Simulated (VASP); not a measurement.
```yaml
crystal:
  lattice:
    - [0.00000, 3.33599, 3.33599]
    - [3.33599, 0.00000, 3.33599]
    - [3.33599, 3.33599, 0.00000]
  atoms:
    - { symbol: Sr, position: [0.00000, 0.00000, 0.00000] }
    - { symbol: Te, position: [0.50000, 0.50000, 0.50000] }
```

The numbers are results of PBE GGA, VASP's PBE PAW potentials (set 64) (plane waves; VASP 6.6.1), not measurements. Numerical set-up: 300 eV cut-off, 9×9×9 Γ-centred mesh, Fermi-Dirac smearing of 0.010 eV, potentials Sr_sv Te.

Unless said otherwise, spin-orbit coupling is left out, though it shifts the bands of the heavy elements here.

Problem. Give the energies of bands 6 to 11 at the high-symmetry points, in eV from the valence-band maximum.

Solution. 
```tsv
band	Γ	X	U	L	W
6	0.00	-1.97	-1.78	-2.82	-1.57
7	0.00	-0.74	-1.74	-1.10	-1.57
8	0.00	-0.74	-0.95	-1.10	-1.51
9	2.83	1.71	2.80	3.87	3.92
10	3.27	3.88	4.91	5.15	3.92
11	3.27	4.82	5.51	5.33	4.46
```

The gap is indirect, 1.71 eV, from the valence maximum at Γ to the conduction minimum at X.

The structure is a typed SrTe crystal (Fm-3m). The cell was not relaxed at this level.
